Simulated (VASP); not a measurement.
All values below come from PBE GGA, VASP's PBE PAW potentials (set 64) (plane waves; VASP).

VASP input:

**POSCAR**
```
Se
1.0
  4.4769900508  -7.7543742016   0.0000000000
  4.4769900508   7.7543742016   0.0000000000
  0.0000000000   0.0000000000  10.1081340546
Se
24
Cart
  0.4960727756   0.8592232481   3.3693797029
  0.4960727756   0.8592232481   8.4234467302
  2.7345678010   4.7364103489   3.3693797029
  2.7345678010   4.7364103489   8.4234467302
  2.7345678010  -3.0179638527   3.3693797029
  2.7345678010  -3.0179638527   8.4234467302
  4.9730628264   0.8592232481   3.3693797029
  4.9730628264   0.8592232481   8.4234467302
  3.4848444996   0.0000000000   0.0000000000
  3.4848444996   0.0000000000   5.0540670273
  5.7233395250   3.8771871008   0.0000000000
  5.7233395250   3.8771871008   5.0540670273
  5.7233395250  -3.8771871008   0.0000000000
  5.7233395250  -3.8771871008   5.0540670273
  7.9618345504   0.0000000000   0.0000000000
  7.9618345504   0.0000000000   5.0540670273
  0.4960727756  -0.8592232481   1.6846873244
  0.4960727756  -0.8592232481   6.7387543517
  2.7345678010   3.0179638527   1.6846873244
  2.7345678010   3.0179638527   6.7387543517
  2.7345678010  -4.7364103489   1.6846873244
  2.7345678010  -4.7364103489   6.7387543517
  4.9730628264  -0.8592232481   1.6846873244
  4.9730628264  -0.8592232481   6.7387543517
```

File QPOINTS:
```
k-points along high-symmetry lines
8
Line-mode
Cartesian
  0.000000   0.000000   0.000000 ! GAMMA
  0.111682  -0.064480   0.000000 ! M

  0.111682  -0.064480   0.000000 ! M
  0.148909   0.000000   0.000000 ! K

  0.148909   0.000000   0.000000 ! K
  0.000000   0.000000   0.000000 ! GAMMA

  0.000000   0.000000   0.000000 ! GAMMA
  0.000000   0.000000   0.098930 ! A

  0.000000   0.000000   0.098930 ! A
  0.111682  -0.064480   0.098930 ! L

  0.111682  -0.064480   0.098930 ! L
  0.148909   0.000000   0.098930 ! H

  0.148909   0.000000   0.098930 ! H
  0.000000   0.000000   0.098930 ! A

  0.111682  -0.064480   0.098930 ! L
  0.111682  -0.064480   0.000000 ! M

  0.148909   0.000000   0.098930 ! H
  0.148909   0.000000   0.000000 ! K
```

### INCAR
```
SYSTEM = Se
PREC = Accurate
ENCUT = 400
EDIFF = 1E-7
NELM = 100
ALGO = Normal
LREAL = .FALSE.
LASPH = .TRUE.
ISMEAR = 0
SIGMA = 0.05
GGA = PE
LMAXMIX = 4
LWAVE = .FALSE.
LCHARG = .FALSE.
IBRION = 6
NFREE = 2
POTIM = 0.015
NSW = 1
ISIF = 2
LPHON_DISPERSION = .TRUE.
```

KPOINTS:
```
kpoints
0
gamma
 3 3 2
0 0 0
```

POTCAR, in this order: Se (PBE.64 set). Program: vasp_std.

The run wrote:

OSZICAR:
```
       N       E                     dE             d eps       ncg     rms          rms(c)
DAV:   1     0.786389211002E+03    0.78639E+03   -0.49897E+04  1032   0.113E+03
DAV:   2    -0.333841184361E+01   -0.78973E+03   -0.76179E+03  1320   0.210E+02
DAV:   3    -0.815902682943E+02   -0.78252E+02   -0.77194E+02  1162   0.724E+01
DAV:   4    -0.846633961912E+02   -0.30731E+01   -0.30444E+01  1480   0.125E+01
DAV:   5    -0.847365803412E+02   -0.73184E-01   -0.72728E-01  1288   0.192E+00    0.183E+01
DAV:   6    -0.842366832340E+02    0.49990E+00   -0.38544E-01  1224   0.184E+00    0.113E+01
DAV:   7    -0.840733772367E+02    0.16331E+00   -0.73816E-01  1320   0.253E+00    0.693E-01
DAV:   8    -0.840652358901E+02    0.81413E-02   -0.99052E-02  1200   0.928E-01    0.304E-01
DAV:   9    -0.840668701067E+02   -0.16342E-02   -0.57282E-03  1280   0.195E-01    0.100E-01
DAV:  10    -0.840671527913E+02   -0.28268E-03   -0.91454E-04  1264   0.833E-02    0.317E-02
DAV:  11    -0.840671986838E+02   -0.45892E-04   -0.12422E-04  1400   0.290E-02    0.180E-02
DAV:  12    -0.840672092470E+02   -0.10563E-04   -0.31190E-05  1200   0.168E-02    0.152E-02
DAV:  13    -0.840672085947E+02    0.65234E-06   -0.28964E-06  1216   0.479E-03    0.397E-03
DAV:  14    -0.840672087732E+02   -0.17851E-06   -0.72755E-07  1096   0.240E-03    0.229E-03
DAV:  15    -0.840672089447E+02   -0.17147E-06   -0.64217E-08   760   0.767E-04    0.619E-04
DAV:  16    -0.840672089490E+02   -0.43565E-08   -0.14805E-08   768   0.344E-04
   1 F= -.84067209E+02 E0= -.84067209E+02  d E =-.433492E-12
 Found     2 degrees of freedom:
       N       E                     dE             d eps       ncg     rms          rms(c)
DAV:   1    -0.840660995242E+02    0.11094E-02   -0.19393E-01  1828   0.111E+00    0.143E-01
DAV:   2    -0.840667335584E+02   -0.63403E-03   -0.76273E-03  2008   0.209E-01    0.495E-02
DAV:   3    -0.840667422565E+02   -0.86981E-05   -0.27186E-04  2348   0.376E-02    0.326E-02
DAV:   4    -0.840667355150E+02    0.67415E-05   -0.34411E-05  2088   0.164E-02    0.920E-03
DAV:   5    -0.840667354454E+02    0.69565E-07   -0.55054E-06  2016   0.716E-03    0.419E-03
DAV:   6    -0.840667353324E+02    0.11298E-06   -0.10438E-06  2248   0.256E-03    0.227E-03
DAV:   7    -0.840667353138E+02    0.18587E-07   -0.16578E-07  1376   0.121E-03
   2 F= -.84066735E+02 E0= -.84066735E+02  d E =-.406823E-12
       N       E                     dE             d eps       ncg     rms          rms(c)
DAV:   1    -0.840646705751E+02    0.20648E-02   -0.60090E-01  1804   0.186E+00    0.278E-01
DAV:   2    -0.840667364770E+02   -0.20659E-02   -0.24863E-02  2008   0.376E-01    0.904E-02
DAV:   3    -0.840667697060E+02   -0.33229E-04   -0.88485E-04  2376   0.668E-02    0.575E-02
DAV:   4    -0.840667584879E+02    0.11218E-04   -0.10656E-04  2080   0.287E-02    0.151E-02
DAV:   5    -0.840667603450E+02   -0.18571E-05   -0.15171E-05  2072   0.119E-02    0.763E-03
DAV:   6    -0.840667606689E+02   -0.32392E-06   -0.29061E-06  2288   0.438E-03    0.423E-03
DAV:   7    -0.840667607457E+02   -0.76759E-07   -0.54733E-07  1984   0.212E-03
   3 F= -.84066761E+02 E0= -.84066761E+02  d E =-.902452E-12
       N       E                     dE             d eps       ncg     rms          rms(c)
DAV:   1    -0.840649267321E+02    0.18339E-02   -0.38415E-01  1764   0.152E+00    0.175E-01
DAV:   2    -0.840663711806E+02   -0.14444E-02   -0.17033E-02  2008   0.316E-01    0.650E-02
DAV:   3    -0.840664052977E+02   -0.34117E-04   -0.61398E-04  2386   0.569E-02    0.447E-02
DAV:   4    -0.840663964716E+02    0.88261E-05   -0.63289E-05  2144   0.231E-02    0.127E-02
DAV:   5    -0.840663966471E+02   -0.17550E-06   -0.13293E-05  2000   0.113E-02    0.719E-03
DAV:   6    -0.840663965155E+02    0.13151E-06   -0.23574E-06  2320   0.383E-03    0.443E-03
DAV:   7    -0.840663964914E+02    0.24174E-07   -0.60737E-07  2000   0.215E-03
   4 F= -.84066396E+02 E0= -.84066396E+02  d E =-.114463E-11
       N       E                     dE             d eps       ncg     rms          rms(c)
DAV:   1    -0.840638997637E+02    0.24968E-02   -0.57190E-01  1758   0.186E+00    0.316E-01
DAV:   2    -0.840664213549E+02   -0.25216E-02   -0.28211E-02  2088   0.411E-01    0.989E-02
DAV:   3    -0.840664120080E+02    0.93469E-05   -0.81610E-04  2204   0.749E-02    0.553E-02
DAV:   4    -0.840663960309E+02    0.15977E-04   -0.14192E-04  2104   0.311E-02    0.160E-02
DAV:   5    -0.840663962724E+02   -0.24150E-06   -0.17426E-05  2004   0.137E-02    0.106E-02
DAV:   6    -0.840663969643E+02   -0.69189E-06   -0.42760E-06  2360   0.513E-03    0.510E-03
DAV:   7    -0.840663968769E+02    0.87388E-07   -0.91421E-07  1932   0.279E-03
   5 F= -.84066397E+02 E0= -.84066397E+02  d E =-.398312E-12
```

### OUTCAR
```
------------------------ aborting loop because EDIFF is reached ----------------------------------------
  FORCE on cell =-STRESS in cart. coord.  units (eV):
  Direction    XX          YY          ZZ          XY          YZ          ZX
  --------------------------------------------------------------------------------------
  Total        0.1891264      0.2856372      0.3103629     -0.0267976      0.1361241      0.0769960
  in kB        0.4317464      0.6520659      0.7085109     -0.0611747      0.3107505      0.1757701
  external PRESSURE =       0.5974411 kB  Pullay stress =       0.0000000 kB
  volume of cell :      701.83
      direct lattice vectors                 reciprocal lattice vectors
     4.476990051 -7.754374202  0.000000000     0.111682178 -0.064479736  0.000000000
     4.476990051  7.754374202  0.000000000     0.111682178  0.064479736  0.000000000
     0.000000000  0.000000000 10.108134055     0.000000000  0.000000000  0.098930227
 POSITION                                       TOTAL-FORCE (eV/Angst)
 -----------------------------------------------------------------------------------
      0.49607      0.85922      3.35438        -0.019841      0.013113      0.108494
      0.49607      0.85922      8.42345        -0.000969     -0.000488      0.006513
      2.73457      4.73641      3.36938        -0.001246     -0.000230      0.002067
      2.73457      4.73641      8.42345        -0.000815     -0.000489      0.000174
      2.73457     -3.01796      3.36938         0.000614     -0.001061      0.001222
      2.73457     -3.01796      8.42345        -0.000709     -0.000322     -0.000184
      4.97306      0.85922      3.36938         0.000399     -0.001480      0.001214
      4.97306      0.85922      8.42345        -0.000944     -0.000689     -0.000217
      3.48484      0.00000      0.00000         0.002114      0.000173     -0.000850
      3.48484      0.00000      5.05407         0.000452      0.000082     -0.001578
      5.72334      3.87719      0.00000        -0.000268     -0.001197     -0.001308
      5.72334      3.87719      5.05407         0.000786     -0.000164      0.000355
      5.72334     -3.87719      0.00000         0.000574      0.000963     -0.000855
      5.72334     -3.87719      5.05407         0.001415     -0.000586     -0.001540
      7.96183      0.00000      0.00000        -0.010485      0.000852     -0.019875
      7.96183      0.00000      5.05407         0.032158      0.011521     -0.033026
      0.49607     -0.85922      1.68469         0.005403     -0.034663     -0.035237
      0.49607     -0.85922      6.73875        -0.006876      0.009905     -0.019574
      2.73457      3.01796      1.68469         0.000426      0.000562     -0.001603
      2.73457      3.01796      6.73875        -0.001353      0.000481     -0.000848
      2.73457     -4.73641      1.68469        -0.000688      0.001063     -0.001608
      2.73457     -4.73641      6.73875         0.000085     -0.000482     -0.000848
      4.97306     -0.85922      1.68469        -0.000280      0.000859      0.000370
      4.97306     -0.85922      6.73875         0.000047      0.002278     -0.001259
 -----------------------------------------------------------------------------------
    total drift:                               -0.000491     -0.000018      0.000228
  FREE ENERGIE OF THE ION-ELECTRON SYSTEM (eV)
  ---------------------------------------------------
  free  energy   TOTEN  =       -84.0663968769 eV

  energy  without entropy=      -84.0663968769  energy(sigma->0) =      -84.06639688
```
(Selected blocks of OUTCAR.)

The cell is a supercell, built from Se (trig).
